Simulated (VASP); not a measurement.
Computed with PBEsol GGA, VASP's PBE PAW potentials (set 64) (plane waves; VASP 6.6.1).

The input files of a VASP run:

**INCAR**
```
ALGO=Normal
EDIFF=1E-7
EDIFFG=-0.01
ENCUT=480
GGA=PS
IBRION=2
ISIF=3
ISMEAR=1
LASPH=.TRUE.
LCHARG=.FALSE.
LMAXMIX=6
LREAL=.FALSE.
LWAVE=.FALSE.
NELM=100
NSW=40
PREC=Accurate
PSTRESS=20
SIGMA=0.1
SYSTEM=Pt3Ti
```

### POSCAR
```
Pt3Ti
1.0
  3.8978672698   0.0000000000   0.0000000000
  0.0000000000   3.8978672698   0.0000000000
  0.0000000000   0.0000000000   3.8978672698
Ti Pt
1 3
Cart
  0.0000000000   0.0000000000   0.0000000000
  0.0000000000   1.9489336349   1.9489336349
  1.9489336349   0.0000000000   1.9489336349
  1.9489336349   1.9489336349   0.0000000000
```

### KPOINTS
```
Automatic mesh
0
Gamma
8 8 8
0 0 0
```

POTCAR, in this order: Ti_sv Pt (PBE.64 set). Program: vasp_std.

What VASP printed:

**OSZICAR**
```
       N       E                     dE             d eps       ncg     rms          rms(c)
DAV:   1     0.372202351799E+03    0.37220E+03   -0.20356E+04  1750   0.170E+03
DAV:   2    -0.244259092127E+01   -0.37464E+03   -0.36747E+03  1883   0.441E+02
DAV:   3    -0.351926654336E+02   -0.32750E+02   -0.31502E+02  2584   0.111E+02
DAV:   4    -0.361633976069E+02   -0.97073E+00   -0.96661E+00  2090   0.205E+01
DAV:   5    -0.361934700879E+02   -0.30072E-01   -0.30052E-01  2480   0.356E+00    0.235E+01
DAV:   6    -0.339419030104E+02    0.22516E+01   -0.20302E+01  2486   0.334E+01    0.131E+01
DAV:   7    -0.337768050481E+02    0.16510E+00   -0.27756E+01  2399   0.322E+01    0.105E+01
DAV:   8    -0.329047307886E+02    0.87207E+00   -0.17953E+00  2393   0.108E+01    0.453E+00
DAV:   9    -0.328275236775E+02    0.77207E-01   -0.22641E+00  2562   0.825E+00    0.264E+00
DAV:  10    -0.327544179387E+02    0.73106E-01   -0.48641E-01  2433   0.484E+00    0.280E-01
DAV:  11    -0.327563462227E+02   -0.19283E-02   -0.81976E-03  2370   0.745E-01    0.448E-01
DAV:  12    -0.327547198743E+02    0.16263E-02   -0.11838E-02  2424   0.637E-01    0.107E-01
DAV:  13    -0.327546761639E+02    0.43710E-04   -0.29761E-04  2107   0.121E-01    0.338E-02
DAV:  14    -0.327546929204E+02   -0.16757E-04   -0.13032E-04  2433   0.863E-02    0.509E-02
DAV:  15    -0.327546716483E+02    0.21272E-04   -0.70516E-05  2480   0.558E-02    0.135E-02
DAV:  16    -0.327546706145E+02    0.10338E-05   -0.10296E-05  2703   0.196E-02    0.307E-03
DAV:  17    -0.327546707177E+02   -0.10323E-06   -0.41727E-07  2031   0.485E-03    0.154E-03
DAV:  18    -0.327546707258E+02   -0.81527E-08   -0.41614E-08   997   0.185E-03
   1 F= -.32015405E+02 E0= -.32015258E+02  d E =-.320154E+02
       N       E                     dE             d eps       ncg     rms          rms(c)
DAV:   1    -0.329990579707E+02   -0.24439E+00   -0.69564E+00  1871   0.245E+01    0.406E+00
DAV:   2    -0.327523195948E+02    0.24674E+00   -0.10085E+00  1922   0.740E+00    0.208E+00
DAV:   3    -0.327718808050E+02   -0.19561E-01   -0.87581E-01  2581   0.599E+00    0.196E+00
DAV:   4    -0.327155719431E+02    0.56309E-01   -0.40011E-01  2356   0.363E+00    0.454E-01
DAV:   5    -0.327180601421E+02   -0.24882E-02   -0.77295E-03  2252   0.560E-01    0.222E-01
DAV:   6    -0.327196645282E+02   -0.16044E-02   -0.50508E-03  2656   0.247E-01    0.131E-01
DAV:   7    -0.327197979213E+02   -0.13339E-03   -0.18276E-04  2138   0.754E-02    0.820E-02
DAV:   8    -0.327198380426E+02   -0.40121E-04   -0.73007E-05  2253   0.552E-02    0.309E-02
DAV:   9    -0.327198418389E+02   -0.37962E-05   -0.11280E-05  2228   0.219E-02    0.949E-03
DAV:  10    -0.327198418548E+02   -0.15935E-07   -0.72891E-07  2068   0.586E-03
   2 F= -.31999604E+02 E0= -.31999672E+02  d E =0.158015E-01
       N       E                     dE             d eps       ncg     rms          rms(c)
DAV:   1    -0.329032116985E+02   -0.18337E+00   -0.36896E+00  1863   0.181E+01    0.283E+00
DAV:   2    -0.327742495566E+02    0.12896E+00   -0.60574E-01  1972   0.557E+00    0.187E+00
DAV:   3    -0.327826107873E+02   -0.83612E-02   -0.56724E-01  2589   0.480E+00    0.137E+00
DAV:   4    -0.327496489076E+02    0.32962E-01   -0.16827E-01  2381   0.237E+00    0.418E-01
DAV:   5    -0.327512758270E+02   -0.16269E-02   -0.42891E-03  2271   0.436E-01    0.162E-01
DAV:   6    -0.327520536636E+02   -0.77784E-03   -0.27876E-03  2557   0.172E-01    0.101E-01
DAV:   7    -0.327520453790E+02    0.82847E-05   -0.20568E-04  2206   0.845E-02    0.395E-02
DAV:   8    -0.327520307727E+02    0.14606E-04   -0.48149E-05  2615   0.477E-02    0.737E-03
DAV:   9    -0.327520299403E+02    0.83240E-06   -0.33033E-06  1924   0.117E-02    0.468E-03
DAV:  10    -0.327520305901E+02   -0.64983E-06   -0.85153E-07  2012   0.596E-03    0.107E-03
DAV:  11    -0.327520304989E+02    0.91179E-07   -0.13400E-07  1282   0.256E-03
   3 F= -.32018000E+02 E0= -.32017900E+02  d E =-.259546E-02
```

File OUTCAR:
```
------------------------ aborting loop because EDIFF is reached ----------------------------------------
  FORCE on cell =-STRESS in cart. coord.  units (eV):
  Direction    XX          YY          ZZ          XY          YZ          ZX
  --------------------------------------------------------------------------------------
  Total        0.7264152      0.7264152      0.7264152      0.0000000      0.0000000      0.0000000
  in kB       19.7925217     19.7925217     19.7925217      0.0000000      0.0000000      0.0000000
  external PRESSURE =      -0.2074783 kB  Pullay stress =      20.0000000 kB
  volume of cell :       58.80
      direct lattice vectors                 reciprocal lattice vectors
     3.888643522 -0.000000000 -0.000000000     0.257159082  0.000000000 -0.000000000
    -0.000000000  3.888643522 -0.000000000     0.000000000  0.257159082 -0.000000000
     0.000000000  0.000000000  3.888643522     0.000000000  0.000000000  0.257159082
 POSITION                                       TOTAL-FORCE (eV/Angst)
 -----------------------------------------------------------------------------------
      0.00000      0.00000      0.00000         0.000000      0.000000      0.000000
      0.00000      1.94432      1.94432        -0.000000      0.000000      0.000000
      1.94432     -0.00000      1.94432         0.000000      0.000000      0.000000
      1.94432      1.94432     -0.00000         0.000000      0.000000      0.000000
 -----------------------------------------------------------------------------------
    total drift:                                0.000000      0.000000      0.000000
  FREE ENERGIE OF THE ION-ELECTRON SYSTEM (eV)
  ---------------------------------------------------
  free  energy   TOTEN  =       -32.7520304989 eV

  energy  without entropy=      -32.7517276338  energy(sigma->0) =      -32.75192954
  enthalpy is  TOTEN    =       -32.0180004973 eV   P V=        0.7340300017

 reached required accuracy - stopping structural energy minimisation
```
(Selected blocks of OUTCAR.)

File CONTCAR:
```
Pt3Ti
   1.00000000000000
     3.8886435224928975   -0.0000000000000000   -0.0000000000000000
    -0.0000000000000000    3.8886435224928975   -0.0000000000000000
     0.0000000000000000    0.0000000000000000    3.8886435224928975
  Ti              Pt
     1     3
Direct
     0.0000000000000000    0.0000000000000000    0.0000000000000000
     0.0000000000000000    0.5000000000000000    0.5000000000000000
     0.5000000000000000    0.0000000000000000    0.5000000000000000
     0.5000000000000000    0.5000000000000000    0.0000000000000000
```

The compound is Pt3Ti in the L1_2 structure. This run relaxes it under an external pressure of 2 GPa. Symmetry was kept, so distortions that lower it aren't found.
